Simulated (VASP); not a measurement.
Consider the following.

```xyz
2
Lattice="0.0000 2.4524 2.4524 2.4524 0.0000 2.4524 2.4524 2.4524 0.0000" Properties=species:S:1:pos:R:3 pbc="T T T"
Y      0.0000     0.0000     0.0000
N      2.4524     2.4524     2.4524
```

Level of theory: PBE GGA, VASP's PBE PAW potentials (set 64) (plane waves; VASP). Settings: 600 eV cut-off, 8×8×8 Γ-centred mesh, Gaussian smearing of 0.050 eV, potentials Y_sv N.

Energy and stress use the plane-wave basis of the starting cell.

Task: The ions, cell shape and volume at an external pressure of 10.0 GPa are relaxed. Predict the relaxed structure.

Result: 
```xyz
2
Lattice="0.0000 2.4067 2.4067 2.4067 0.0000 2.4067 2.4067 2.4067 0.0000" Properties=species:S:1:pos:R:3 pbc="T T T"
Y      0.0000     0.0000     0.0000
N      2.4067     2.4067     2.4067
```
Space group Fm-3m (225), at a tolerance of 0.03 Å.

Task: How do energy and volume change from the first to the last step?

Result: The energy (σ→0) changes by +23.7 meV/atom and the volume by -5.5 %, in 4 ionic steps.

| step | E(σ→0) (eV) | max force (eV/Å) | pressure (GPa) | volume (Å³) |
|---|---|---|---|---|
| 1 | -18.2288 | 0.000 | -0.11 | 29.50 |
| 2 | -17.9243 | 0.000 | 29.03 | 25.70 |
| 3 | -18.1833 | 0.000 | 9.76 | 27.91 |
| 4 | -18.1814 | 0.000 | 10.00 | 27.88 |

The compound is YN in the rock salt structure. This run relaxes it under an external pressure of 10 GPa. Symmetry was kept, so distortions that lower it aren't found.
